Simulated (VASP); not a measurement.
Input:

```
AlCo
1.0
    2.74362     0.00000     0.00000
    0.00000     2.74362     0.00000
    0.00000     0.00000     2.74362
Al Co
1 1
Direct
  0.50000   0.50000   0.50000
  0.00000   0.00000   0.00000
```

Computed with PBEsol GGA, VASP's PBE PAW potentials (set 64) (plane waves; VASP). Settings: 500 eV cut-off, 13×13×13 Γ-centred mesh, first-order Methfessel-Paxton smearing of 0.10 eV, potentials Al Co.

Question: Estimate the energy per atom (σ→0), pressure, band gap (on the k-mesh) with the smallest direct gap where there is one.

Answer: 
- band gap (on the k-mesh) = none (metal, semimetal or under 0.01 eV)
- energy per atom (σ→0) = -6.488 eV/atom
- pressure = 19.88 GPa

Only differences to runs with the same potentials and settings are physical.

The compound is CoAl in the CsCl type structure. It was relaxed first under an external pressure of 20 GPa. The run is not spin-polarised, so no magnetic state was tried.
